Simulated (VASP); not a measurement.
# The low-index faces of Li, part 2 of 4

Which face of Li is cheapest, and which holds its electrons hardest?

VASP 6.6.1; PBEsol; plane waves and PAW (Li).

So far. Step 3 (The bulk reference, job self-consistent run, k-mesh …): The run ends at a pressure of 0.02 GPa.

## 4. Surface relaxation, 7 atoms, face Li(110)

System of this step: Li(110). The cell holds 7 atoms: 7 Li. Its edges and angles: a = 3.442 Å, b = 2.981 Å, c = 29.603 Å, α = 90.0°, β = 90.0°, γ = 54.7°. It derives from Li. 7 layers of bcc Li, cut at this functional's lattice. Vacuum lies along c.

All atoms relax at the fixed cell.

Contents of INCAR:

```
SYSTEM = Li
PREC = Normal
ENCUT = 320
EDIFF = 1E-05
NELM = 120
ISMEAR = 1
SIGMA = 0.15
LREAL = .FALSE.
ALGO = Fast
GGA = PS
NBANDS = 10
LORBIT = 11
LWAVE = .FALSE.
LCHARG = .FALSE.
KPAR = 4
IBRION = 2
NSW = 40
ISIF = 2
EDIFFG = -0.03
POTIM = 0.4
MAXMIX = 40
```

Contents of POSCAR:

```
Li
1.0
    3.4420464806      0.0000000000      0.0000000000
    1.7210232403      2.4338944076      0.0000000000
    0.0000000000      0.0000000000     29.6033664455
Li
7
Direct
    0.0000000000      0.0000000000      0.2533495600
    0.5000000000      0.0000000000      0.3355663800
    0.0000000000      0.0000000000      0.4177831900
    0.5000000000      0.0000000000      0.5000000000
    0.0000000000      0.0000000000      0.5822168100
    0.5000000000      0.0000000000      0.6644336200
    0.0000000000      0.0000000000      0.7466504400
```

Contents of KPOINTS:

```
Automatic mesh
0
Gamma
12 12 1
0 0 0
```

PAW data sets: Li (PBE family, release 64).

Command:

```
$ mpirun -np 4 vasp_std
```

The program printed:

```text
[banner, memory and clock lines left out]
running    4 mpi-ranks, on    1 nodes
 distrk:  each k-point on    1 cores,    4 groups
 distr:  one band on    1 cores,    1 groups

 POSCAR found type information on POSCAR Li
 POSCAR found :  1 types and       7 ions
 [... a notice as in an earlier step ...]

 LDA part: xc-table for (Slater+PW92), standard interpolation
 POSCAR, INCAR and KPOINTS ok, starting setup
 FFT: planning ... GRIDC
 FFT: planning ... GRID_SOFT
 FFT: planning ... GRID
 WAVECAR not read
 entering main loop
       N       E                     dE             d eps       ncg     rms          rms(c)
DAV:   1    -0.651173780936E+01   -0.65117E+01   -0.15461E+03   860   0.286E+02
DAV:   2    -0.138362609270E+02   -0.73245E+01   -0.71020E+01  1286   0.357E+01
DAV:   3    -0.141155452128E+02   -0.27928E+00   -0.27586E+00  1148   0.718E+00
DAV:   4    -0.141232707494E+02   -0.77255E-02   -0.77222E-02  1298   0.146E+00
DAV:   5    -0.141236229792E+02   -0.35223E-03   -0.35223E-03  1304   0.255E-01    0.146E+00
RMM:   6    -0.145529389945E+02   -0.42932E+00   -0.93386E-01   867   0.188E+00    0.254E+00
RMM:   7    -0.132947167145E+02    0.12582E+01   -0.84578E-02   873   0.882E-01    0.622E-01
RMM:   8    -0.131729437443E+02    0.12177E+00   -0.80578E-02   881   0.691E-01    0.452E-01
RMM:   9    -0.131766679025E+02   -0.37242E-02   -0.15404E-02   869   0.393E-01    0.271E-01
RMM:  10    -0.131440824471E+02    0.32585E-01   -0.16421E-02   863   0.364E-01    0.172E-01
RMM:  11    -0.131445897413E+02   -0.50729E-03   -0.22022E-03   880   0.177E-01    0.482E-02
RMM:  12    -0.131453541150E+02   -0.76437E-03   -0.31325E-03   860   0.186E-01    0.398E-02
RMM:  13    -0.131458010935E+02   -0.44698E-03   -0.51191E-04   869   0.808E-02    0.208E-02
RMM:  14    -0.131464198479E+02   -0.61875E-03   -0.33680E-04   859   0.645E-02    0.331E-02
RMM:  15    -0.131463233480E+02    0.96500E-04   -0.66303E-05   839   0.355E-02    0.104E-02
RMM:  16    -0.131465087430E+02   -0.18540E-03   -0.77102E-05   803   0.312E-02    0.752E-03
RMM:  17    -0.131465757243E+02   -0.66981E-04   -0.25781E-05   719   0.185E-02    0.427E-03
RMM:  18    -0.131466556635E+02   -0.79939E-04   -0.10029E-05   658   0.112E-02    0.195E-03
RMM:  19    -0.131466784506E+02   -0.22787E-04   -0.24614E-06   588   0.681E-03    0.109E-03
RMM:  20    -0.131466817251E+02   -0.32745E-05   -0.47389E-07   428   0.370E-03
   1 F= -.13146682E+02 E0= -.13146584E+02  d E =-.131467E+02
 curvature:   0.00 expect dE= 0.000E+00 dE for cont linesearch  0.000E+00
 trial: gam= 0.00000 g(F)=  0.686E-03 g(S)=  0.000E+00 ort = 0.000E+00 (trialstep = 0.100E+01)
 search vector abs. value=  0.686E-03
 bond charge predicted
       N       E                     dE             d eps       ncg     rms          rms(c)
DAV:   1    -0.131473694027E+02   -0.69095E-03   -0.10233E-03  1178   0.123E-01    0.110E-02
RMM:   2    -0.131473503126E+02    0.19090E-04   -0.37995E-05   844   0.291E-02    0.105E-03
RMM:   3    -0.131473508590E+02   -0.54638E-06   -0.55790E-06   564   0.143E-02
   2 F= -.13147351E+02 E0= -.13147268E+02  d E =-.669134E-03
[...]
3 F= -.13149138E+02 E0= -.13149095E+02  d E =-.245612E-02
[...]
4 F= -.13151714E+02 E0= -.13151748E+02  d E =-.503190E-02
[...]
5 F= -.13152624E+02 E0= -.13152802E+02  d E =-.594253E-02
[...]
6 F= -.13152971E+02 E0= -.13153097E+02  d E =-.628936E-02
 curvature:  -8.37 expect dE=-0.113E-02 dE for cont linesearch -0.256E-05
 trial: gam= 0.17580 g(F)=  0.135E-03 g(S)=  0.000E+00 ort = 0.145E-04 (trialstep = 0.431E+01)
 search vector abs. value=  0.161E-03
 bond charge predicted
       N       E                     dE             d eps       ncg     rms          rms(c)
DAV:   1    -0.131536243948E+02   -0.65520E-03   -0.47841E-03   966   0.261E-01    0.277E-02
RMM:   2    -0.131535004510E+02    0.12394E-03   -0.17849E-04   886   0.664E-02    0.358E-03
RMM:   3    -0.131535039611E+02   -0.35101E-05   -0.29826E-05   779   0.325E-02
   7 F= -.13153504E+02 E0= -.13153677E+02  d E =-.532871E-03
 ZBRENT: can't locate minimum, use default step
 trial-energy change:   -0.000533  1 .order   -0.000531   -0.000593   -0.000469
 step:  17.2469(harm= 20.5366)  dis= 0.02308  next Energy=   -13.154384 (dE=-0.141E-02)
 reached required accuracy - stopping structural energy minimisation
```

Wall time 28 s (4 MPI ranks of AMD EPYC 7R43, shared host); peak memory 0.68 GiB.

Parts of OUTCAR (step 4):

```text
  LATTYP: Found a base centered orthorhombic cell.
 ALAT       =     3.4420464806
 B/A-ratio  =     1.4142135624
 C/A-ratio  =     8.6005132738

 Subroutine GETGRP returns: Found  8 space group operations
 (whereof  8 operations were pure point group operations)

The static configuration has the point symmetry D_2h.

 Found     43 irreducible k-points:

   k-points           NKPTS =     43   k-points in BZ     NKDIM =     43   number of bands    NBANDS=     10

   dimension x,y,z NGX =    16 NGY =   14 NGZ =  140
   dimension x,y,z NGXF=    32 NGYF=   28 NGZF=  280

   ENCUT  =  320.0 eV  23.52 Ry    4.85 a.u.   5.02  4.35 43.18*2*pi/ulx,y,z

   NELECT =       7.0000    total number of electrons

 E-fermi :  -1.0400

 k-point     1 :       0.0000    0.0000    0.0000
  band No.  band energies     occupation
    ...
      3      -3.9591      2.00000
      4      -3.3801      2.00000
      5      -2.6619      2.00000
      6      -1.8720      2.00000
      7      -1.1077      1.68429
      8      -0.7764     -0.03221
      9       1.7639     -0.00000
     10       2.1157      0.00000

 k-point     2 :       0.0833    0.0000    0.0000
  band No.  band energies     occupation
    ...
      2      -4.2359      2.00000
      3      -3.8603      2.00000
      4      -3.2801      2.00000
      5      -2.5592      2.00000
      6      -1.7636      2.00000
      7      -0.9880      0.45069
      8      -0.6462     -0.00130
      9       1.8768     -0.00000
     10       2.2323      0.00000

  Total       -0.0188127      0.4649825     -0.2565830     -0.0000000      0.0000000      0.0000000
  in kB       -0.1215355      3.0039149     -1.6575969     -0.0000000      0.0000000      0.0000000
  external PRESSURE =       0.4082608 kB  Pullay stress =       0.0000000 kB

  energy-cutoff  :      320.00
  volume of cell :      248.00
      direct lattice vectors                 reciprocal lattice vectors
     3.442046481  0.000000000  0.000000000     0.290524839 -0.205432084  0.000000000
     1.721023240  2.433894408  0.000000000     0.000000000  0.410864168  0.000000000
     0.000000000  0.000000000 29.603366446     0.000000000  0.000000000  0.033779942

 POSITION                                       TOTAL-FORCE (eV/Angst)
 -----------------------------------------------------------------------------------
      0.00000      0.00000      7.55401         0.000000      0.000000      0.013672
      1.72102      0.00000      9.89664        -0.000000     -0.000000      0.019389
      3.44205      0.00000     12.35273        -0.000000      0.000000     -0.023059
      1.72102      0.00000     14.80168        -0.000000      0.000000     -0.000000
      3.44205      0.00000     17.25063        -0.000000      0.000000      0.023059
      1.72102      0.00000     19.70673        -0.000000      0.000000     -0.019389
      0.00000      0.00000     22.04936         0.000000      0.000000     -0.013672
 -----------------------------------------------------------------------------------
    total drift:                                0.000000      0.000000     -0.000000

  FREE ENERGIE OF THE ION-ELECTRON SYSTEM (eV)
  ---------------------------------------------------
  free  energy   TOTEN  =       -13.1535039611 eV

  energy  without entropy=      -13.1540229564  energy(sigma->0) =      -13.15367696

 total charge
# of ion       s       p       d       tot
------------------------------------------
    1        0.119   0.080   0.000   0.200
    2        0.114   0.102   0.000   0.216
    3        0.114   0.098   0.000   0.212
    4        0.114   0.098   0.000   0.212
    5        0.114   0.098   0.000   0.212
    6        0.114   0.102   0.000   0.216
    7        0.119   0.080   0.000   0.200
--------------------------------------------------
tot          0.807   0.660   0.000   1.467

[... 1 part as in an earlier step ...]

[... 7 further parts left out ...]
```

CONTCAR:

```
Li
   1.00000000000000
     3.4420464806000002    0.0000000000000000    0.0000000000000000
     1.7210232403000001    2.4338944076000000    0.0000000000000000
     0.0000000000000000    0.0000000000000000   29.6033664455000007
  Li
     7
Direct
     0.0000000000000000    0.0000000000000000    0.2551739242776652
     0.5000000000000000    0.0000000000000000    0.3343077870230021
     1.0000000000000000    0.0000000000000000    0.4172746557338920
     0.5000000000000000    0.0000000000000000    0.5000000000000000
     1.0000000000000000    0.0000000000000000    0.5827253442661081
     0.5000000000000000    0.0000000000000000    0.6656922129769978
     0.0000000000000000    0.0000000000000000    0.7448260757223346
```

The run keeps the 8 symmetry operations of its start, so it cannot find a distortion of lower symmetry.

Relaxation path:

```csv
step,energy less that of the first step (eV),largest force (eV/Å)
1,0.0000,0.0730
2,-0.0007,0.0700
3,-0.0025,0.0602
4,-0.0050,0.0403
5,-0.0059,0.0458
6,-0.0063,0.0323
7,-0.0068,0.0231
```

The atoms that moved most (Å):

```csv
atom,dx,dy,dz,length
Li7,0.000,0.000,-0.054,0.054
Li1,0.000,0.000,0.054,0.054
Li6,0.000,0.000,0.037,0.037
Li2,0.000,0.000,-0.037,0.037
Li3,0.000,0.000,-0.015,0.015
Li5,0.000,0.000,0.015,0.015
```

The relaxed structure:

```xyz
7
Lattice="3.4420 0.0000 0.0000 1.7210 2.4339 0.0000 0.0000 0.0000 29.6034" Properties=species:S:1:pos:R:3
Li    0.0000    0.0000    7.5540
Li    1.7210    0.0000    9.8966
Li    0.0000    0.0000   12.3527
Li    1.7210    0.0000   14.8017
Li    0.0000    0.0000   17.2506
Li    1.7210    0.0000   19.7067
Li    0.0000    0.0000   22.0494
```

Numbers from this step:

```
electronic cycles       : 42
electrons               : 7
free energy (TOTEN)     : -13.15 eV
energy at zero smearing : -13.15 eV
Fermi energy            : -1.04 eV
```

The run ended after 7 ionic steps, 0.007 eV below its first step, once the forces on the free atoms met EDIFFG = -0.03.

## 5. Potential and states of the slab, 7 atoms, face Li(110)

A static run writes the electrostatic potential without exchange and correlation (LVHAR), which is flat in the vacuum and gives the level to count from. The dipole correction cancels the field that unlike faces would set up across the vacuum.

Contents of INCAR:

```
SYSTEM = Li
PREC = Normal
ENCUT = 320
EDIFF = 1E-06
NELM = 120
ISMEAR = 1
SIGMA = 0.15
LREAL = .FALSE.
ALGO = Fast
GGA = PS
NBANDS = 10
LORBIT = 11
LWAVE = .FALSE.
LCHARG = .TRUE.
KPAR = 4
IDIPOL = 3
LDIPOL = .TRUE.
DIPOL = 0.5 0.5 0.5
LVHAR = .TRUE.
LVACPOTAV = .TRUE.
NEDOS = 1500
```

Contents of POSCAR:

```
Li
1.0
    3.4420464806      0.0000000000      0.0000000000
    1.7210232403      2.4338944076      0.0000000000
    0.0000000000      0.0000000000     29.6033664455
Li
7
Direct
    0.0000000000      0.0000000000      0.2551739243
    0.5000000000      0.0000000000      0.3343077870
    0.0000000000      0.0000000000      0.4172746557
    0.5000000000      0.0000000000      0.5000000000
    0.0000000000      0.0000000000      0.5827253443
    0.5000000000      0.0000000000      0.6656922130
    0.0000000000      0.0000000000      0.7448260757
```

KPOINTS is that of step 4.

Command:

```
$ mpirun -np 4 vasp_std
```

The program printed:

```text
[... set-up lines as in an earlier step ...]
 entering main loop
       N       E                     dE             d eps       ncg     rms          rms(c)
DAV:   1    -0.646767918743E+01   -0.64677E+01   -0.15489E+03   860   0.286E+02
DAV:   2    -0.138116608911E+02   -0.73440E+01   -0.71202E+01  1272   0.358E+01
DAV:   3    -0.140958398804E+02   -0.28418E+00   -0.28062E+00  1158   0.724E+00
DAV:   4    -0.141031011134E+02   -0.72612E-02   -0.72566E-02  1282   0.143E+00
DAV:   5    -0.141034393801E+02   -0.33827E-03   -0.33826E-03  1344   0.248E-01    0.143E+00
RMM:   6    -0.141840228938E+02   -0.80584E-01   -0.75669E-01  1123   0.170E+00    0.221E+00
RMM:   7    -0.133119621367E+02    0.87206E+00   -0.67582E-02   917   0.826E-01    0.631E-01
RMM:   8    -0.131807917258E+02    0.13117E+00   -0.84988E-02  1075   0.702E-01    0.451E-01
RMM:   9    -0.131718906430E+02    0.89011E-02   -0.15855E-02   997   0.413E-01    0.211E-01
RMM:  10    -0.131637723669E+02    0.81183E-02   -0.26703E-02  1106   0.447E-01    0.324E-01
RMM:  11    -0.131519236203E+02    0.11849E-01   -0.51057E-03  1035   0.216E-01    0.528E-02
RMM:  12    -0.131522950084E+02   -0.37139E-03   -0.29422E-03  1018   0.188E-01    0.403E-02
RMM:  13    -0.131524537998E+02   -0.15879E-03   -0.57695E-04  1068   0.867E-02    0.292E-02
RMM:  14    -0.131531416952E+02   -0.68790E-03   -0.43289E-04  1078   0.669E-02    0.298E-02
RMM:  15    -0.131531185872E+02    0.23108E-04   -0.12639E-04  1017   0.426E-02    0.119E-02
RMM:  16    -0.131533336469E+02   -0.21506E-03   -0.57104E-05  1067   0.329E-02    0.150E-02
RMM:  17    -0.131533771476E+02   -0.43501E-04   -0.50266E-05  1110   0.216E-02    0.665E-03
RMM:  18    -0.131534409796E+02   -0.63832E-04   -0.11085E-05  1019   0.129E-02    0.242E-03
RMM:  19    -0.131534962393E+02   -0.55260E-04   -0.42116E-06   950   0.752E-03    0.886E-04
RMM:  20    -0.131534997196E+02   -0.34803E-05   -0.85791E-07   831   0.409E-03    0.897E-04
RMM:  21    -0.131535022526E+02   -0.25330E-05   -0.26010E-07   701   0.224E-03    0.316E-04
RMM:  22    -0.131535024648E+02   -0.21224E-06   -0.73677E-08   576   0.152E-03
 -----------------------------------------------------------------------------
|                                                                             |
|           W    W    AA    RRRRR   N    N  II  N    N   GGGG   !!!           |
|           W    W   A  A   R    R  NN   N  II  NN   N  G    G  !!!           |
|           W    W  A    A  R    R  N N  N  II  N N  N  G       !!!           |
|           W WW W  AAAAAA  RRRRR   N  N N  II  N  N N  G  GGG   !            |
|           WW  WW  A    A  R   R   N   NN  II  N   NN  G    G                |
|           W    W  A    A  R    R  N    N  II  N    N   GGGG   !!!           |
|                                                                             |
|     Did not find any points to average over, which means that no vacuum     |
|     field-free region was found. Please increase the size of  your cell     |
|     in the dimension of the dipole correction to obtain accurate            |
|     workfunction values.                                                    |
|                                                                             |
 -----------------------------------------------------------------------------

   1 F= -.13153502E+02 E0= -.13153670E+02  d E =0.504066E-03
```

Wall time 16 s (4 MPI ranks); peak memory 0.64 GiB.

OUTCAR, selected parts (step 5):

```text
   NELECT =       7.0000    total number of electrons

 dipolmoment           0.000000      0.000000      0.000000 electrons x Angstroem

 E-fermi :  -1.0374

 k-point     1 :       0.0000    0.0000    0.0000
  band No.  band energies     occupation
    ...
      3      -3.9563      2.00000
      4      -3.3775      2.00000
      5      -2.6594      2.00000
      6      -1.8698      2.00000
      7      -1.1064      1.69436
      8      -0.7744     -0.03256
      9       1.7557     -0.00000
     10       2.1146      0.00000

  Total       -0.0212357      0.4633494     -0.2598203      0.0000000      0.0000000      0.0000000
  in kB       -0.1371883      2.9933647     -1.6785103      0.0000000      0.0000000      0.0000000
  external PRESSURE =       0.3925553 kB  Pullay stress =       0.0000000 kB

 POSITION                                       TOTAL-FORCE (eV/Angst)
 -----------------------------------------------------------------------------------
      0.00000      0.00000      7.55401        -0.000000     -0.000000      0.013009
      1.72102      0.00000      9.89664        -0.000000      0.000000      0.019093
      0.00000      0.00000     12.35273         0.000000     -0.000000     -0.023651
      1.72102      0.00000     14.80168        -0.000000      0.000000      0.000000
      0.00000      0.00000     17.25063        -0.000000      0.000000      0.023651
      1.72102      0.00000     19.70673        -0.000000      0.000000     -0.019093
      0.00000      0.00000     22.04936         0.000000      0.000000     -0.013009
 -----------------------------------------------------------------------------------
    total drift:                                0.000000      0.000000      0.000000

  FREE ENERGIE OF THE ION-ELECTRON SYSTEM (eV)
  ---------------------------------------------------
  free  energy   TOTEN  =       -13.1535024648 eV

  energy  without entropy=      -13.1540065309  energy(sigma->0) =      -13.15367049

 vacuum level on the upper side and lower side of the slab         2.175         2.175

[... 7 parts as in an earlier step ...]

[... 10 further parts left out ...]
```

Numbers from this step:

* electronic cycles: 22
* Fermi energy: -1.037 eV
* dipole moment: 0, 0, 0 e·Å
* vacuum levels: 2.175, 2.175 eV
* work functions of the upper and lower face: 3.212, 3.212 eV

The planar average of the electrostatic potential oscillates, so the rows of the table below give means over windows of 2.43 Å about each position, cut where the curve ends. Its maxima inside the range that stand out by 2 % of the span (Å: eV): 8.7: 1.58, 11.1: 1.85, 13.5: 1.80, 16.1: 1.80, 18.5: 1.85, 20.9: 1.58. Its minima: 7.5: -3.46, 9.9: -3.12, 12.4: -3.14, 14.8: -3.17, 17.2: -3.14, 19.7: -3.12, 22.1: -3.46.

Zero at the Fermi level. Planar average of the electrostatic potential against height; means over each step:

height (Å), planar average of the electrostatic potential (eV) and a bar from the least value:
```
     1.22       3.21 ##############################
     3.65       3.19 ##############################
     6.08       1.54 #################
     8.51      -0.68 
    10.94      -0.32 ###
    13.37      -0.36 ###
    15.80      -0.36 ##
    18.23      -0.32 ###
    20.66      -0.62 #
    23.09       0.39 ########
    25.52       3.17 ##############################
    27.95       3.21 ##############################
```

Density of states in the PAW spheres, an atom over height of the layer and energy from the Fermi level.

Ten even steps from '0' (0.000 states/eV) to '9' (0.134 states/eV), each cell a mean:
```
9778779
9998999
5566655
6666666
5555555
4444444
4444444
3333333
2323232
1221221
0000000
0000000
0000000
0000000
0000000
0000000
0000000
0000000
0000000
0000000
0000000
0000000
```
Columns: height of the layer (Å) from 7.6 to 22; rows upwards: energy from the Fermi level (eV) from -7.9 to 0.5.

Valence density in the ca plane at fractional y = 0.000, with atoms of Li within 0.2 Å of it. It is the smooth field of the valence electrons, not physical close to the nuclei.

Values in e/Å³, 5 rows by 16 columns, each cell a mean:
```
0.047 0.030 0.046 0.051 0.052 0.044 0.030 0.048 0.051 0.053 0.041 0.025 0.015 0.004 0.001 0.000
0.051 0.048 0.051 0.038 0.040 0.051 0.048 0.051 0.036 0.044 0.057 0.043 0.018 0.004 0.001 0.000
0.051 0.053 0.052 0.030 0.033 0.052 0.053 0.050 0.028 0.038 0.060 0.047 0.019 0.004 0.001 0.000
0.050 0.043 0.051 0.043 0.044 0.050 0.044 0.051 0.041 0.048 0.054 0.038 0.018 0.004 0.001 0.000
0.045 0.026 0.044 0.052 0.053 0.042 0.027 0.047 0.053 0.054 0.037 0.021 0.014 0.004 0.001 0.000
```
Columns run along c (16.0 Å, from fractional 0.37 to 0.91 of the cell), rows up along a (3.4 Å). Atoms in or near the plane, at fractional coordinates: Li at (0.42, 0.00), Li at (0.50, 0.50), Li at (0.58, 0.00), Li at (0.67, 0.50), Li at (0.74, 0.00).

The map of layer states is cut here 0.5 eV above the Fermi level, so it leaves out the states above that.

The vacuum level lies 3.21 eV above the Fermi level at the upper face; both faces agree, as the slab has next to no dipole.

The program found no field-free point at its default tolerance, but its printed level agrees with the flat part of the planar average.

On this mesh the fine structure of the density of states is sampling noise, and high empty states may be cut by the number of bands.

(Part 2 of 4 ends here.)

[Lines on the potential files, build, host, timing and source positions are cut from VASP's logs without a mark.]

[Logs are printed without paths, hosts, clocks, repeated set-up lines and the standing remarks that a program may print on its own settings, such as how far it seeks lower states.]

[Hosts, paths, dates, database ids (printed as entryN), source tags and the programs' standing remarks are cut or masked in the printed files.]

[Runs that stopped without an error message from VASP are left out.]
